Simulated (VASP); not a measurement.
Level of theory: LDA (Ceperley-Alder, Perdew-Zunger), VASP's LDA PAW potentials (set 64) (plane waves; VASP 6.6.1).

A VASP calculation is set up with these files.

File POSCAR:
```
AlN
1
    0.0000000000     2.1900000000     2.1900000000
    2.1900000000     0.0000000000     2.1900000000
    2.1900000000     2.1900000000     0.0000000000
Al N
1 1
Direct
  0.0000000000   0.0000000000   0.0000000000
  0.2500000000   0.2500000000   0.2500000000
```

### KPOINTS
```
Automatic mesh
0
Gamma
9 9 9
0 0 0
```

### INCAR
```
SYSTEM  =  AlN
PREC  =  Accurate; ENCUT  =  520; LREAL  =  .FALSE.
LASPH  =  .TRUE.
EDIFF  =  1E-6; NELM  =  100; ALGO  =  Normal
ISMEAR  =  0; SIGMA  =  0.05
IBRION  =  2; NSW  =  60; ISIF  =  3
EDIFFG  =  -0.01
LWAVE  =  .FALSE.; LCHARG  =  .FALSE.
```

POTCAR, in this order: Al N (LDA.64 set). Program: vasp_std.

What will the output report for the number of irreducible k-points (NKPTS), largest plane-wave count, number of space-group operations, FFT grid (NGX, NGY, NGZ)?

| Quantity | Value |
|---|---|
| number of irreducible k-points (NKPTS) | 35 |
| largest plane-wave count | 576 |
| number of space-group operations | 24 |
| FFT grid (NGX, NGY, NGZ) | 24 × 24 × 24 |

The compound is AlN in the zinc blende structure, a metastable form; wurtzite is the usual one. This run relaxes it. Symmetry was kept, so distortions that lower it aren't found.
